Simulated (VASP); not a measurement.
Input:

```
GaAs
1.0
    0.00000     2.82500     2.82500
    2.82500     0.00000     2.82500
    2.82500     2.82500     0.00000
Ga As
1 1
Direct
  0.00000   0.00000   0.00000
  0.25000   0.25000   0.25000
```

These are PBE GGA, VASP's PBE PAW potentials (set 64) (plane waves; VASP) values and carry that method's errors. Numerical set-up: 400 eV cut-off, 7×7×7 Γ-centred mesh, Gaussian smearing of 0.050 eV, potentials Ga_d As.

### Question
Give the stress tensor in GPa (positive for a compressed cell).

### Answer

```
3.39  0.00  0.00
0.00  3.39  0.00
0.00  0.00  3.39
```
The pressure is its mean diagonal, 3.39 GPa.

The compound is GaAs in the zinc blende structure. The cell was not relaxed at this level.
